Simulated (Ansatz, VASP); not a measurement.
# One calculation of CoC, two programs

```
Co C
1.0
     2.46053    0.00000    0.00000
     0.00000    2.46053    0.00000
     0.00000    0.00000    2.46053
Co C
1 1
Cartesian
  0.0000 0.0000 0.0000
  1.2303 1.2303 1.2303
```

Alike in both runs: functional PBEsol; k mesh 14 × 14 × 14; occupations fermi-dirac, width 0.05 eV; collinear spin.

Ansatz relaxed the structure, and its values are those at the end. VASP's run is a single point on that final structure, the one shown.

|  | VASP | Ansatz |
| --- | --- | --- |
| version | VASP 6.6.1 | Ansatz 0.2.0 |
| potentials or method | VASP PAW PBE potentials, release 64 (Co, C) | PAW with Ansatz's default frozen-core files, scalar-relativistic |
| plane-wave cutoff (eV) | 520 | 420 |
| valence electrons in the cell | 13 | 21 |

Ansatz gave:

* pressure (GPa): 0.0
* net moment per atom (μB): 0.39
* size of the moment on the site where the two differ most (μB): 0.72

Q: What did VASP give for the same quantities?

A: Pressure (GPa): -0.2; net moment per atom (μB): 0.39; size of the moment on the site where the two differ most (μB): 0.71.

Site moments also hang on the region over which each program counts them. The two sets of potentials don't hold the same shells in valence.

Caveats: the PAW data sets were made with another functional, which shifts forces and pressure a little (VASP).
